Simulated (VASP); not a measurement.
Input of a VASP 6.6.1 run:

File INCAR:

```
  ALGO = Fast
  EDIFF = 1E-4
  EDIFFG = -0.08
  ENCUT = 520
  GGA = PE
  IBRION = 2
  ISIF = 3
  ISMEAR = 0
  LASPH = True
  LCHARG = False
  LREAL = False
  LWAVE = False
  NELM = 60
  NSW = 24
  PREC = Normal
  SIGMA = 0.15
```

The input KPOINTS:

```
k-points
0
Gamma
  5 5 5
```

Contents of POSCAR:

```
Nb2SiO2
1.0
   -2.0105094100      2.4608415700      3.3210336800
    2.0105094100     -2.4608415700      3.3210336800
    2.0105094100      2.4608415700     -3.3210336800
Nb Si O
2 1 2
Direct
    0.0000000000      0.0000000000      0.0000000000
    0.5000000000      0.0000000000      0.5000000000
    0.0000000000      0.5000000000      0.5000000000
    0.7709309600      0.2709309600      0.5000000000
    0.2290690400      0.7290690400      0.5000000000
```

Potentials or basis: VASP PAW PBE potentials, release 64 (Nb_sv, Si, O).

Launch:

```bash
$ cat potpaw_PBE.64/Nb_sv/POTCAR potpaw_PBE.64/Si/POTCAR potpaw_PBE.64/O/POTCAR > POTCAR
$ mpirun -np 1 vasp_std > vasp.out
```

Problem. Predict the band gap on the k mesh.

Solution. None (metal or under the smearing width).

Problem. Predict the relaxed cell.

Solution. a = 5.117 Å, b = 5.117 Å, c = 5.117 Å, α = 122.53°, β = 120.75°, γ = 87.19°.

The path:
```tsv
step	energy change (eV)	largest force (eV/Å)	pressure (GPa)	volume (Å³)
1	0.0000	0.3343	76.50	65.72
2	28.6295	3.4561	-20.15	142.24
3	-2.0482	0.1902	-19.58	112.36
4	-4.5795	0.3268	-8.94	96.65
5	-4.9587	0.3638	4.58	85.97
6	-4.9848	0.3775	2.03	87.84
7	-5.6672	0.2160	-1.11	94.48
8	-5.7246	0.3681	-0.98	93.00
9	-5.7249	0.3531	-1.05	93.10
10	-5.7348	0.0811	0.84	91.79
11	-5.7355	0.0256	0.51	92.06
12	-5.7355	0.0553	-0.35	92.41
13	-5.7367	0.0070	-0.03	92.24
```

Caveat: the k mesh is coarse (spacing up to 0.40 Å⁻¹), so the values aren't converged; the volume moved by over 15 % at a fixed basis, so the end points are rough; the relaxation stopped at a loose force limit of 0.08 eV/Å, so its end isn't a converged minimum.
